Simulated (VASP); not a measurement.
# K: formation energy of a vacancy on the K site, part 2 of 3

Wanted: what a vacancy on the K site costs in K and how the lattice relaxes round it.

VASP 6.6.1; PBEsol; plane waves and PAW (K_pv).

Still holding for the runs below: The k-mesh is coarse for a metal.

So far. Step 2 (The host at zero pressure): The start already met the threshold, so nothing moved.

**3. The perfect supercell**

System of this step: K. The cell holds 54 atoms: 54 K. Its edges and angles: a = 15.690 Å, b = 15.690 Å, c = 15.690 Å, α = 90.0°, β = 90.0°, γ = 90.0°. It derives from K.

The same cell, mesh and cutoff without the defect give the energy to subtract and, in a gapped host, the band edges to count from, so that most errors cancel.

INCAR reads:

```
SYSTEM = K
PREC = Normal
ENCUT = 300
EDIFF = 1E-05
NELM = 120
ISMEAR = 1
SIGMA = 0.2
LREAL = Auto
ALGO = Fast
GGA = PS
NBANDS = 232
LORBIT = 11
LWAVE = .FALSE.
LCHARG = .FALSE.
KPAR = 4
NCORE = 2
```

POSCAR reads:

```
K
1.0
   15.6900000000      0.0000000000      0.0000000000
    0.0000000000     15.6900000000      0.0000000000
    0.0000000000      0.0000000000     15.6900000000
K
54
Direct
    0.0000000000      0.0000000000      0.0000000000
    0.3333333333      0.0000000000      0.0000000000
    0.6666666667      0.0000000000      0.0000000000
    0.0000000000      0.3333333333      0.0000000000
    0.0000000000      0.0000000000      0.3333333333
    0.1666666667      0.1666666667      0.1666666667
    0.3333333333      0.3333333333      0.0000000000
    0.3333333333      0.0000000000      0.3333333333
    0.5000000000      0.1666666667      0.1666666667
    0.6666666667      0.3333333333      0.0000000000
    0.6666666667      0.0000000000      0.3333333333
    0.8333333333      0.1666666667      0.1666666667
    0.0000000000      0.6666666667      0.0000000000
    0.0000000000      0.3333333333      0.3333333333
    0.1666666667      0.5000000000      0.1666666667
    0.3333333333      0.6666666667      0.0000000000
    0.0000000000      0.0000000000      0.6666666667
    0.1666666667      0.1666666667      0.5000000000
    0.3333333333      0.3333333333      0.3333333333
    0.5000000000      0.5000000000      0.1666666667
    0.6666666667      0.6666666667      0.0000000000
    0.3333333333      0.0000000000      0.6666666667
    0.5000000000      0.1666666667      0.5000000000
    0.6666666667      0.3333333333      0.3333333333
    0.8333333333      0.5000000000      0.1666666667
    0.6666666667      0.0000000000      0.6666666667
    0.8333333333      0.1666666667      0.5000000000
    0.0000000000      0.6666666667      0.3333333333
    0.1666666667      0.8333333333      0.1666666667
    0.0000000000      0.3333333333      0.6666666667
    0.1666666667      0.5000000000      0.5000000000
    0.3333333333      0.6666666667      0.3333333333
    0.5000000000      0.8333333333      0.1666666667
    0.1666666667      0.1666666667      0.8333333333
    0.3333333333      0.3333333333      0.6666666667
    0.5000000000      0.5000000000      0.5000000000
    0.6666666667      0.6666666667      0.3333333333
    0.8333333333      0.8333333333      0.1666666667
    0.5000000000      0.1666666667      0.8333333333
    0.6666666667      0.3333333333      0.6666666667
    0.8333333333      0.5000000000      0.5000000000
    0.8333333333      0.1666666667      0.8333333333
    0.0000000000      0.6666666667      0.6666666667
    0.1666666667      0.8333333333      0.5000000000
    0.1666666667      0.5000000000      0.8333333333
    0.3333333333      0.6666666667      0.6666666667
    0.5000000000      0.8333333333      0.5000000000
    0.5000000000      0.5000000000      0.8333333333
    0.6666666667      0.6666666667      0.6666666667
    0.8333333333      0.8333333333      0.5000000000
    0.8333333333      0.5000000000      0.8333333333
    0.1666666667      0.8333333333      0.8333333333
    0.5000000000      0.8333333333      0.8333333333
    0.8333333333      0.8333333333      0.8333333333
```

KPOINTS reads:

```
Automatic mesh
0
Monkhorst-Pack
3 3 3
0 0 0
```

Potentials, in the order of the species: K_pv (PBE family, release 64).

The run is started by

```console
$ mpirun -np 8 vasp_std
```

Output:

```text
[banner, memory and clock lines left out]
running    8 mpi-ranks, on    1 nodes
 distrk:  each k-point on    2 cores,    4 groups
 distr:  one band on    2 cores,    1 groups

 POSCAR found type information on POSCAR K
 POSCAR found :  1 types and      54 ions
 [... a notice as in an earlier step ...]

 LDA part: xc-table for (Slater+PW92), standard interpolation
 POSCAR, INCAR and KPOINTS ok, starting setup
 FFT: planning ... GRIDC
 FFT: planning ... GRID_SOFT
 FFT: planning ... GRID
 WAVECAR not read
 entering main loop
       N       E                     dE             d eps       ncg     rms          rms(c)
DAV:   1     0.114689643200E+04    0.11469E+04   -0.12392E+05  2416   0.842E+02
DAV:   2    -0.120006141066E+02   -0.11589E+04   -0.11277E+04  2112   0.210E+02
DAV:   3    -0.581313848128E+02   -0.46131E+02   -0.43981E+02  2192   0.290E+01
DAV:   4    -0.600304753931E+02   -0.18991E+01   -0.18755E+01  2096   0.444E+00
DAV:   5    -0.601552335545E+02   -0.12476E+00   -0.12465E+00  2232   0.829E-01    0.950E+00
RMM:   6    -0.600992228352E+02    0.56011E-01   -0.11233E-01  2206   0.642E-01    0.593E+00
RMM:   7    -0.600994058725E+02   -0.18304E-03   -0.28232E-01  2148   0.108E+00    0.394E-01
RMM:   8    -0.600995462783E+02   -0.14041E-03   -0.18067E-02  2110   0.252E-01    0.777E-02
RMM:   9    -0.600996816590E+02   -0.13538E-03   -0.21275E-03  2238   0.109E-01    0.280E-02
RMM:  10    -0.600997630516E+02   -0.81393E-04   -0.51225E-04  2288   0.504E-02    0.148E-02
RMM:  11    -0.600997480533E+02    0.14998E-04   -0.11297E-04  2318   0.214E-02    0.422E-03
RMM:  12    -0.600997526105E+02   -0.45572E-05   -0.13375E-05  1411   0.871E-03
   1 F= -.60099753E+02 E0= -.60125592E+02  d E =0.775177E-01
```

Wall time 1.9 min (8 MPI ranks of Intel Xeon 6975P-C (Granite Rapids), shared host); peak memory 6.3 GiB.

From OUTCAR (step 3):

```text
  LATTYP: Found a simple cubic cell.
 ALAT       =    15.6900000000

The static configuration has the point symmetry O_h .

 Found      4 irreducible k-points:

   k-points           NKPTS =      4   k-points in BZ     NKDIM =      4   number of bands    NBANDS=    232

   dimension x,y,z NGX =    70 NGY =   70 NGZ =   70
   dimension x,y,z NGXF=   140 NGYF=  140 NGZF=  140

   ENCUT  =  300.0 eV  22.05 Ry    4.70 a.u.  22.16 22.16 22.16*2*pi/ulx,y,z

   NELECT =     378.0000    total number of electrons

 E-fermi :  -1.2081

 k-point     1 :       0.0000    0.0000    0.0000
  band No.  band energies     occupation
    ...
    185      -1.4581      2.07073
    186      -1.4581      2.07073
    187      -1.4581      2.07073
    188      -1.4581      2.07073
    189      -1.4581      2.07073
    190      -0.9149     -0.05830
    191      -0.9149     -0.05829
    192      -0.9149     -0.05829
    193      -0.9149     -0.05829
    194      -0.9149     -0.05829
    ...

 k-point     2 :       0.3333    0.0000    0.0000
  band No.  band energies     occupation
    ...
    182      -1.6028      2.01740
    183      -1.6028      2.01740
    184      -1.6028      2.01740
    185      -1.6028      2.01740
    186      -1.5973      2.01895
    187      -1.0309     -0.01766
    188      -1.0309     -0.01766
    189      -1.0309     -0.01766
    190      -1.0309     -0.01768
    191      -1.0120     -0.04589
    ...

  Total       -0.9907996     -0.9907996     -0.9907996     -0.0000000     -0.0000000      0.0000000
  in kB       -0.4109865     -0.4109865     -0.4109865     -0.0000000     -0.0000000      0.0000000
  external PRESSURE =      -0.4109865 kB  Pullay stress =       0.0000000 kB

  energy-cutoff  :      300.00
  volume of cell :     3862.50
      direct lattice vectors                 reciprocal lattice vectors
    15.690000000  0.000000000  0.000000000     0.063734863  0.000000000  0.000000000
     0.000000000 15.690000000  0.000000000     0.000000000  0.063734863  0.000000000
     0.000000000  0.000000000 15.690000000     0.000000000  0.000000000  0.063734863

 POSITION                                       TOTAL-FORCE (eV/Angst)
 -----------------------------------------------------------------------------------
      0.00000      0.00000      0.00000         0.000000      0.000000     -0.000000
      5.23000      0.00000      0.00000        -0.000000      0.000000      0.000000
     10.46000      0.00000      0.00000        -0.000000     -0.000000      0.000000
      0.00000      5.23000      0.00000         0.000000     -0.000000      0.000000
      0.00000      0.00000      5.23000        -0.000000     -0.000000      0.000000
      2.61500      2.61500      2.61500        -0.000000      0.000000      0.000000
      5.23000      5.23000      0.00000         0.000000     -0.000000      0.000000
      5.23000      0.00000      5.23000         0.000000     -0.000000     -0.000000
      7.84500      2.61500      2.61500        -0.000000      0.000000      0.000000
     10.46000      5.23000      0.00000         0.000000     -0.000000     -0.000000
     10.46000      0.00000      5.23000        -0.000000     -0.000000      0.000000
     13.07500      2.61500      2.61500         0.000000     -0.000000     -0.000000
      0.00000     10.46000      0.00000         0.000000     -0.000000      0.000000
      0.00000      5.23000      5.23000        -0.000000      0.000000     -0.000000
      2.61500      7.84500      2.61500        -0.000000     -0.000000     -0.000000
      5.23000     10.46000      0.00000         0.000000     -0.000000      0.000000
      0.00000      0.00000     10.46000        -0.000000      0.000000      0.000000
      2.61500      2.61500      7.84500        -0.000000     -0.000000      0.000000
      5.23000      5.23000      5.23000         0.000000     -0.000000     -0.000000
      7.84500      7.84500      2.61500        -0.000000     -0.000000      0.000000
     10.46000     10.46000      0.00000         0.000000      0.000000     -0.000000
      5.23000      0.00000     10.46000         0.000000      0.000000      0.000000
      7.84500      2.61500      7.84500        -0.000000      0.000000      0.000000
     10.46000      5.23000      5.23000        -0.000000      0.000000      0.000000
     13.07500      7.84500      2.61500         0.000000      0.000000     -0.000000
     10.46000      0.00000     10.46000        -0.000000      0.000000     -0.000000
     13.07500      2.61500      7.84500         0.000000     -0.000000      0.000000
      0.00000     10.46000      5.23000         0.000000     -0.000000     -0.000000
      2.61500     13.07500      2.61500         0.000000      0.000000     -0.000000
      0.00000      5.23000     10.46000        -0.000000      0.000000      0.000000
      2.61500      7.84500      7.84500        -0.000000      0.000000     -0.000000
      5.23000     10.46000      5.23000        -0.000000      0.000000     -0.000000
      7.84500     13.07500      2.61500        -0.000000      0.000000     -0.000000
      2.61500      2.61500     13.07500        -0.000000      0.000000     -0.000000
      5.23000      5.23000     10.46000        -0.000000     -0.000000     -0.000000
      7.84500      7.84500      7.84500        -0.000000     -0.000000      0.000000
     10.46000     10.46000      5.23000        -0.000000     -0.000000     -0.000000
     13.07500     13.07500      2.61500        -0.000000     -0.000000     -0.000000
[...]
-----------------------------------------------------------------------------------
    total drift:                                0.000000      0.000000     -0.000000

  FREE ENERGIE OF THE ION-ELECTRON SYSTEM (eV)
  ---------------------------------------------------
  free  energy   TOTEN  =       -60.0997526105 eV

  energy  without entropy=      -60.1772703583  energy(sigma->0) =      -60.12559186

 total charge
# of ion       s       p       d       tot
------------------------------------------
    1        0.151   6.014   0.012   6.177
    2        0.151   6.014   0.012   6.177
    3        0.151   6.014   0.012   6.177
    4        0.151   6.014   0.012   6.177
    5        0.151   6.014   0.012   6.177
    6        0.151   6.014   0.012   6.177
    7        0.151   6.014   0.012   6.177
    8        0.151   6.014   0.012   6.177
    9        0.151   6.014   0.012   6.177
   10        0.151   6.014   0.012   6.177
   11        0.151   6.014   0.012   6.177
   12        0.151   6.014   0.012   6.177
   13        0.151   6.014   0.012   6.177
   14        0.151   6.014   0.012   6.177
   15        0.151   6.014   0.012   6.177
   16        0.151   6.014   0.012   6.177
   17        0.151   6.014   0.012   6.177
   18        0.151   6.014   0.012   6.177
   19        0.151   6.014   0.012   6.177
   20        0.151   6.014   0.012   6.177
   21        0.151   6.014   0.012   6.177
   22        0.151   6.014   0.012   6.177
   23        0.151   6.014   0.012   6.177
   24        0.151   6.014   0.012   6.177
   25        0.151   6.014   0.012   6.177
   26        0.151   6.014   0.012   6.177
   27        0.151   6.014   0.012   6.177
   28        0.151   6.014   0.012   6.177
   29        0.151   6.014   0.012   6.177
   30        0.151   6.014   0.012   6.177
   31        0.151   6.014   0.012   6.177
   32        0.151   6.014   0.012   6.177
   33        0.151   6.014   0.012   6.177
   34        0.151   6.014   0.012   6.177
   35        0.151   6.014   0.012   6.177
   36        0.151   6.014   0.012   6.177
   37        0.151   6.014   0.012   6.177
[...]
--------------------------------------------------
tot          8.153 324.778   0.621 333.552

[... 1 part as in an earlier step ...]

[... 5 further parts left out ...]
```

Numbers from this step:

```
electronic cycles       : 12
electrons               : 378
free energy (TOTEN)     : -60.0998 eV
energy at zero smearing : -60.1256 eV
Fermi energy            : -1.208 eV
```

The host is treated as a metal, as its relaxation found a gap under 0.3 eV or none, and only the neutral defect is run.

[end of part 2 of 3]

[Lines on the potential files, build, host, timing and source positions are cut from VASP's logs without a mark.]

[Logs are printed without paths, hosts, clocks, repeated set-up lines and the standing remarks that a program may print on its own settings, such as how far it seeks lower states.]

[Hosts, paths, dates, database ids (printed as entryN), source tags and the programs' standing remarks are cut or masked in the printed files.]

[In band tables of VASP the shares of atoms and orbitals are scaled to a sum of 1 inside the atoms' spheres.]

[Runs that stopped without an error message from VASP are left out.]
